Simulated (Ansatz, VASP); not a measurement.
**SrLiH3 in two plane-wave programs**

Aim: how closely do two programs agree when they are given the same cell, functional and k mesh? The cell is taken from a series of runs on this material, whose earlier steps may have relaxed, scaled, displaced or heated it; both programs get it as it stands.

Calculated with Ansatz 0.2.0; plane waves, with VASP 6.6.1 beside it; relaxation of cell and atoms at PBEsol.

## Step 1: The structure

Symmetry: Pm-3m, No. 221, cubic system. Conventional cell: a = 4.592 Å, b = 4.592 Å, c = 4.592 Å, α = 90.00°, β = 90.00°, γ = 90.00°. Nearest to Li lie 12 H at 3.25 Å. Nearest to Sr lie 6 H at 2.30 Å. Nearest to H lie 2 Sr at 2.30 Å. Farther neighbours are not listed.

## Step 2: Ansatz: relaxation of cell and atoms, PBEsol

Ansatz runs on its default PAW (the set named soft_2) files.

The relaxed volume is the usual yardstick between codes: in a stiff, nearly cubic crystal its relative difference is about their pressure difference at one cell divided by the bulk modulus.

The input, input.yaml:

```yaml
crystal:
  lattice:
    - [4.592489, 0.0, 0.0]
    - [0.0, 4.592489, 0.0]
    - [0.0, 0.0, 4.592489]
  atoms:
    - { symbol: Li, position: [0.0, 0.0, 0.0] }
    - { symbol: Sr, position: [0.5, 0.5, 0.5] }
    - { symbol: H, position: [0.0, 0.5, 0.5] }
    - { symbol: H, position: [0.5, 0.0, 0.5] }
    - { symbol: H, position: [0.5, 0.5, 0.0] }
kpoints:
  mp_grid: { grid: [6, 6, 6] }
hamiltonian:
  xc: pbesol
scf:
  occupations: { method: fixed }
output:
  forces: true
  stress: true
  eigenvalues: true
  write_density: true
  write_potential: true
  elf: true
  volumetric_format: npy
relax:
  adjacent_minimum: "off"
  f_tol: 0.001
  max_steps: 60
  cell: { stress_tol: 0.01 }
```

The run is started by

```bash
$ ansatz run input.yaml --threads 4 --pin off --max-ram 7168MiB --backend cpu --events-out ev --progress --plain --runs-dir out
```

Numbers of over 12 decimals in the logs are rounded to 6 here.

Log:

```text
Engine: ansatz 0.2.0, x86_64-unknown-linux-gnu
Pseudopotentials: kind: paw
Pseudopotential: Li, paw, valence charge 3, recommended cutoff 420 eV (normal), Li.paw.azcp
Pseudopotential: Sr, paw, valence charge 10, recommended cutoff 420 eV (normal), Sr.paw.azcp
Pseudopotential: H, paw, valence charge 1, recommended cutoff 420 eV (normal), H.paw.azcp
Functional definition: PBEsol
  exchange = pbesol_x
  correlation = pbesol_c
Crystal: 5 atoms, lattice volume = 96.860 Å³
Basis set: ecut = 420 eV, 1863 PW (Γ), exchange–correlation on 64×64×64 points (8 copies of the dense FFT grid, shifted against one another)
Bands: 13, of which v1, the nominal top of the filled ones, is band 8 counted from 1 (7 counted from 0)
Symmetry: 48 space group operations
Space group: Pm-3m (ITA 221), of the structure as read, at distance tolerance 4.6e-5 Å
k-points: 20 of 216
Non-local potential: Li, projectors of the file, l = 0: 3, l = 1: 2, l = 2: 1
Non-local potential: Sr, projectors of the file, l = 0: 3, l = 1: 2, l = 2: 2
Non-local potential: H, projectors of the file, l = 0: 2, l = 1: 1
PAW form: soft (Blöchl's): semilocal exchange-correlation on the pseudo side does not see the compensation charge
PAW frozen core: Sr, regenerated for the run's functional, and the local potential with it (the file was generated under x = pbe(κ = 0.804, μ = 0.219515), c = pbe(β = 0.066725))
PAW one-centre angular grid: Li, 110 points (default); XC on 64 Gauss nodes
PAW one-centre angular grid: Sr, 110 points (default); XC on 64 Gauss nodes
PAW one-centre angular grid: H, 110 points (default); XC on 64 Gauss nodes
Initial density: superposition of atomic densities (neutral atoms: chi_scale 0, normalization atom), corrected by the library's trained network
Initial wavefunctions: pseudopotential atomic-orbital guess
Functional: x = pbesol(κ = 0.804, μ = 0.123457), c = pbesol(β = 0.046)
SCF iter   1: F=—  HF=-3742.325699 eV  |F-HF|=—  |Δ(HF+E_count)|=         —  Δρ=6.22e-3  dr2=3.62e-2  ethr=1.77e-3  ⟨swp⟩=5.3  Hψ=1500  notcnv=0  defer=35
preconditioner: auto → Resta (q_TF=auto, 2.021 Å⁻¹)  ε∞=3.6  [insulator: Δε(μ)=1.554 eV  Ē_g=5.750 eV  n_scr=18 (ndim 8)  ℏωp=9.2 eV  f_vac=0.000  ε∞_Penn≈3.6]
SCF iter   2: F=—  HF=-3742.317518 eV  |F-HF|=—  |Δ(HF+E_count)|=   8.18e-3  Δρ=2.46e-3  dr2=6.60e-3  ethr=2.26e-4  ⟨swp⟩=1.5  Hψ=433  notcnv=0  defer=43
SCF iter   3: F=—  HF=-3742.316059 eV  |F-HF|=—  |Δ(HF+E_count)|=   1.46e-3  Δρ=2.49e-4  dr2=1.18e-4  ethr=4.12e-5  ⟨swp⟩=2.0  Hψ=346  notcnv=0  defer=50
SCF iter   4: F=—  HF=-3742.316111 eV  |F-HF|=—  |Δ(HF+E_count)|=   5.18e-5  Δρ=5.99e-5  dr2=2.90e-6  ethr=7.34e-7  ⟨swp⟩=2.8  Hψ=399  notcnv=0  defer=50
SCF iter   5: F=—  HF=-3742.316090 eV  |F-HF|=—  |Δ(HF+E_count)|=   2.10e-5  Δρ=1.38e-5  dr2=1.74e-7  ethr=1.81e-8  ⟨swp⟩=2.4  Hψ=354  notcnv=0  defer=34
SCF iter   6: F=-3742.316090 eV  HF=-3742.316090 eV  |F-HF|=2.28e-9  |Δ(HF+E_count)|=   8.30e-8  Δρ=2.34e-6  dr2=8.19e-9  ethr=6.25e-10  ⟨swp⟩=15.7  Hψ=2388  notcnv=0
SCF 1 converged in 6 iterations: F = -3742.316090 eV  dr2 = 8.19e-9
  greatest PAW one-centre occupation: 0.999 electrons in one spin orbital (limit 2), on the Li atom at site 0 (counted from 0), in its partial waves of l = 0
relax step   1: F+E_penalty+E_count = -3742.31609009 eV  Δ(F+E_penalty+E_count) = +0.000e0 eV  max|allowed force component| = 5.872e-29 eV/Å  Δτ_max = 0.0000 Å  P = -0.005 GPa  Ω = 96.860 Å³  (6 SCF iters, dr2 threshold 1.00e-7 eV, accepted)
Initial density: handed on by an earlier stage of this run
Initial wavefunctions: pseudopotential atomic-orbital guess (no wavefunctions were taken with the density)
iter 1 solved again at ethr=3.44e-7 eV; its pass at ethr=3.10e-3 eV (dr2=5.51e-5 eV) is discarded
SCF iter   1: F=—  HF=-3742.316117 eV  |F-HF|=—  |Δ(HF+E_count)|=         —  Δρ=2.54e-6  dr2=9.90e-9  ethr=3.44e-7  ⟨swp⟩=3.4  Hψ=2239  notcnv=0  defer=50
eigensolver tolerance schedule: the retry pair's looser diagonalisation over-reported the residual by 5561.90 of it (diagonalisation noise at 1.62 of the residual, at the tolerance the schedule requests for it); recorded, not acted on — ethr = c·dr2/N_el stays at c = 1.0e-1
preconditioner: auto → Resta (q_TF=auto, 2.021 Å⁻¹)  ε∞=3.5  [insulator: Δε(μ)=1.664 eV  Ē_g=5.830 eV  n_scr=18 (ndim 8)  ℏωp=9.2 eV  f_vac=0.000  ε∞_Penn≈3.5]
SCF iter   2: F=—  HF=-3742.316090 eV  |F-HF|=—  |Δ(HF+E_count)|=   2.69e-5  Δρ=1.69e-6  dr2=3.73e-9  ethr=6.19e-11  ⟨swp⟩=3.8  Hψ=587  notcnv=0  defer=38
SCF iter   3: F=—  HF=-3742.316090 eV  |F-HF|=—  |Δ(HF+E_count)|=   1.26e-9  Δρ=7.04e-7  dr2=4.61e-10  ethr=2.33e-11  ⟨swp⟩=2.4  Hψ=340  notcnv=0  defer=38
SCF iter   4: F=—  HF=-3742.316090 eV  |F-HF|=—  |Δ(HF+E_count)|=  7.14e-11  Δρ=4.27e-7  dr2=1.26e-10  ethr=2.88e-12  ⟨swp⟩=1.4  Hψ=285  notcnv=0  defer=38
SCF iter   5: F=—  HF=-3742.316090 eV  |F-HF|=—  |Δ(HF+E_count)|=  2.18e-11  Δρ=1.36e-7  dr2=1.20e-11  ethr=1.00e-12  ⟨swp⟩=1.9  Hψ=375  notcnv=0  defer=38
SCF iter   6: F=-3742.316090 eV  HF=-3742.316090 eV  |F-HF|=4.55e-13  |Δ(HF+E_count)|=  3.18e-12  Δρ=4.98e-8  dr2=1.87e-12  ethr=1.00e-12  ⟨swp⟩=11.3  Hψ=1954  notcnv=0
SCF 2 converged in 6 iterations: F = -3742.316090 eV  dr2 = 1.87e-12
relax step   2: F+E_penalty+E_count = -3742.31609009 eV  Δ(F+E_penalty+E_count) = -5.234e-10 eV  max|allowed force component| = 5.792e-29 eV/Å  Δτ_max = 0.0000 Å  P = -0.005 GPa  Ω = 96.860 Å³  stress off target by 4.98e-3 GPa  SCF on the basis re-selected at this cell (its energy is not comparable with the rows above)  (6 SCF iters)
basis re-selected at this cell: Δ(F+E_penalty+E_count) = -5.234e-10 eV, ΔP = -0.000 GPa vs the last step (what re-selecting the basis moved, of the pressure what is left beyond the Pulay correction that the steps carried, after the strain that the cell walked since its last selection, with what the two solves' SCF thresholds leave and, on support functions, any second-order correction that the steps lacked; it is no  [...]
SCF converged after 6 iterations
Free energy (F): -3742.316090 eV
Harris-Foulkes:  -3742.316090 eV  (|F-HF|=4.55e-13)
Internal energy: -3742.316090 eV  (E = F + TS)
E sigma→0 (E₀):  -3742.316090 eV
Fermi energy:    0.728934 eV
--- Per-component energies (eV) ---
  E_band       = -243.608424
  E_kinetic    = 305.123308
  E_local      = -1029.271209  (includes V_loc(G=0)·N_el)
  E_nonlocal   = 174.396520
  E_hartree    = 284.475561
  E_xc         = -207.231192
  E_vxc        = -207.706135  (∫ρ·V_xc dr)
  E_paw        = -2665.373115  (= ΣΔE_a)
  E_vpaw       = -55.098703  (= ΣTr[D̂ρ^β])
  E_aug_tail   = -0.003344  (compensation charges beyond the density's cutoff)
  E_ewald      = -604.566967
  E_core_change = 0.134347  (= ΣΔE_core)
  E_smearing   = -0.000000  (= −TS)
  E_closure    = -0.000000  (closes the sum)
  Σ components = -3742.316090   (vs F -3742.316090, Δ=0.00e0)
--- Forces (eV/Å), atoms counted from 1 ---
  atom   1  Li     0.00000000    -0.00000000     0.00000000
  atom   2  Sr    -0.00000000     0.00000000     0.00000000
  atom   3  H     -0.00000000    -0.00000000    -0.00000000
  atom   4  H      0.00000000     0.00000000     0.00000000
  atom   5  H     -0.00000000     0.00000000     0.00000000
  max |Σ_I F_I| component: 8.91e-29 eV/Å
--- Stress (GPa, compression-positive) ---
       -0.004985       0.000000      -0.000000
        0.000000      -0.004985       0.000000
        0.000000       0.000000      -0.004985
  P = ⅓ Tr σ = -0.0050 GPa (-0.050 kbar)
--- Band table (eV; the first three rows and the last of 20) ---
  k-point 0: bands = [... 4 lower, -14.1344, -2.5208, -0.2760, -0.2760, 5.8719, 5.8719, 5.8719, 6.0188, ... 1 higher]
  k-point 1: bands = [... 4 lower, -14.1330, -2.3349, -0.2409, -0.2081, 4.9764, 5.6973, 5.6973, 6.7627, ... 1 higher]
  k-point 2: bands = [... 4 lower, -14.1302, -1.9098, -0.1685, -0.1486, 4.5404, 5.3997, 5.3997, 6.9868, ... 1 higher]
  k-point 19: bands = [... 4 lower, -14.2440, 0.7289, 0.7289, 0.7289, 2.9947, 2.9947, 2.9947, 5.1763, ... 1 higher]
--- Relaxed structure (1 steps of the walk, 1 accepted, 1 SCFs on fresh bases) ---
  F+E_penalty+E_count = -3742.31609009 eV   max|allowed force component| = 5.792e-29 eV/Å   (the final SCF, on the basis selected at the relaxed cell)
  cell:  # Å, volume = 96.8600 Å³
    - [4.592489, 0.0, 0.0]
    - [0.0, 4.592489, 0.0]
    - [0.0, 0.0, 4.592489]
  atoms:
    - { symbol: Li, position: [0.0, 0.0, 0.0] }
    - { symbol: Sr, position: [0.500000, 0.500000, 0.500000] }
    - { symbol: H, position: [0.0, 0.500000, 0.500000] }
    - { symbol: H, position: [0.500000, 0.0, 0.500000] }
    - { symbol: H, position: [0.500000, 0.500000, 0.0] }
```

In the SCF lines HF is the Harris–Foulkes energy and dr2 the Hartree energy of the density residual, in eV; the loop may stop once dr2 is under the threshold and the program's other checks hold. Hψ counts applications of the Hamiltonian.

## Step 3: VASP: relaxation of cell and atoms, PBEsol

The same cell, functional and mesh now go to VASP, with its own data sets.

Lines of VASP's logs that name or quote its potential files are left out, and so is its time.

The input, INCAR:

```
SYSTEM = SrLiH3
PREC = Accurate
ENCUT = 750
EDIFF = 1E-07
NELM = 120
ISMEAR = 0
SIGMA = 0.01
LREAL = .FALSE.
ALGO = Normal
GGA = PS
NBANDS = 14
LORBIT = 11
LWAVE = .FALSE.
LCHARG = .FALSE.
ISIF = 3
IBRION = 2
NSW = 80
EDIFFG = -0.005
LASPH = .TRUE.
GGA_COMPAT = .FALSE.
NELMIN = 4
EFERMI = MIDGAP
KPAR = 2
```

The input, POSCAR:

```
SrLiH3
1.0
    4.5924890000      0.0000000000      0.0000000000
    0.0000000000      4.5924890000      0.0000000000
    0.0000000000      0.0000000000      4.5924890000
Li Sr H
1 1 3
Direct
    0.0000000000      0.0000000000      0.0000000000
    0.4999998911      0.4999998911      0.4999998911
    0.0000000000      0.4999998911      0.4999998911
    0.4999998911      0.0000000000      0.4999998911
    0.4999998911      0.4999998911      0.0000000000
```

The input, KPOINTS:

```
Automatic mesh
0
Gamma
6 6 6
0 0 0
```

Potentials, in the order of the species: Li_sv, Sr_sv and H (PBE family, release 64).

The run is started by

```bash
$ mpirun -np 2 vasp_std
```

Log:

```text
[banner, memory and clock lines left out]
running    2 mpi-ranks, on    1 nodes
 distrk:  each k-point on    1 cores,    2 groups
 distr:  one band on    1 cores,    1 groups

 POSCAR found type information on POSCAR LiSrH
 POSCAR found :  3 types and       5 ions
|                                                                             |
|               ----> ADVICE to this user running VASP <----                  |
|                                                                             |
|     You enforced a specific xc type in the INCAR file but a different       |
|     [... a line on the potential file left out ...]
|     I HOPE YOU KNOW WHAT YOU ARE DOING!                                     |
|                                                                             |

 LDA part: xc-table for (Slater+PW92), standard interpolation
 POSCAR, INCAR and KPOINTS ok, starting setup
 FFT: planning ... GRIDC
 FFT: planning ... GRID_SOFT
 FFT: planning ... GRID
 WAVECAR not read
 entering main loop
       N       E                     dE             d eps       ncg     rms          rms(c)
DAV:   1     0.782505011140E+02    0.78251E+02   -0.74954E+03   560   0.128E+03
DAV:   2    -0.787501861850E+01   -0.86126E+02   -0.79465E+02   686   0.227E+02
DAV:   3    -0.153611294384E+02   -0.74861E+01   -0.74497E+01  1060   0.567E+01
DAV:   4    -0.156116588981E+02   -0.25053E+00   -0.25026E+00   760   0.934E+00
DAV:   5    -0.156157097663E+02   -0.40509E-02   -0.40507E-02   866   0.106E+00    0.256E+01
DAV:   6    -0.142525891006E+02    0.13631E+01   -0.80117E-01   704   0.403E+00    0.150E+01
DAV:   7    -0.138546050762E+02    0.39798E+00   -0.11692E+00   698   0.521E+00    0.199E+00
DAV:   8    -0.138456507457E+02    0.89543E-02   -0.20401E-01   764   0.208E+00    0.102E+00
DAV:   9    -0.138439847143E+02    0.16660E-02   -0.47898E-03   716   0.490E-01    0.331E-01
DAV:  10    -0.138432768981E+02    0.70782E-03   -0.36952E-03   740   0.322E-01    0.102E-01
DAV:  11    -0.138431970936E+02    0.79805E-04   -0.88203E-04   720   0.156E-01    0.693E-02
DAV:  12    -0.138431813797E+02    0.15714E-04   -0.51271E-05   776   0.505E-02    0.275E-02
DAV:  13    -0.138431788377E+02    0.25421E-05   -0.72519E-06   728   0.163E-02    0.652E-03
DAV:  14    -0.138431787943E+02    0.43406E-07   -0.13627E-06   838   0.624E-03    0.583E-03
DAV:  15    -0.138431787033E+02    0.90941E-07   -0.18370E-07   722   0.283E-03
   1 F= -.13843179E+02 E0= -.13843179E+02  d E =-.138432E+02
 curvature:   0.00 expect dE= 0.000E+00 dE for cont linesearch  0.000E+00
 trial: gam= 0.00000 g(F)=  0.000E+00 g(S)=  0.358E-04 ort = 0.000E+00 (trialstep = 0.100E+01)
 search vector abs. value=  0.358E-04
 bond charge predicted
       N       E                     dE             d eps       ncg     rms          rms(c)
DAV:   1    -0.138432675347E+02   -0.88740E-04   -0.15964E-03   702   0.287E-01    0.904E-02
DAV:   2    -0.138432269807E+02    0.40554E-04   -0.16557E-04   766   0.103E-01    0.398E-02
DAV:   3    -0.138432110725E+02    0.15908E-04   -0.24729E-05   964   0.320E-02    0.383E-02
DAV:   4    -0.138432078906E+02    0.31819E-05   -0.14888E-05   988   0.192E-02    0.199E-02
DAV:   5    -0.138432076071E+02    0.28346E-06   -0.53608E-06   978   0.115E-02    0.298E-03
DAV:   6    -0.138432075471E+02    0.60049E-07   -0.79312E-08   584   0.239E-03
   2 F= -.13843208E+02 E0= -.13843208E+02  d E =-.288438E-04
 trial-energy change:   -0.000029  1 .order   -0.000028   -0.000036   -0.000021
 step:   2.4545(harm=  2.4545)  dis= 0.00000  next Energy=   -13.843223 (dE=-0.439E-04)
 reached required accuracy - stopping structural energy minimisation
```

(Part 1 of 2 ends here.)

[Lines on the potential files, build, host, timing and source positions are cut from VASP's logs without a mark.]

[Logs are printed without paths, hosts, clocks, repeated set-up lines and the standing remarks that a program may print on its own settings, such as how far it seeks lower states.]

[Hosts, paths, dates, database ids (printed as entryN), source tags and the programs' standing remarks are cut or masked in the printed files.]
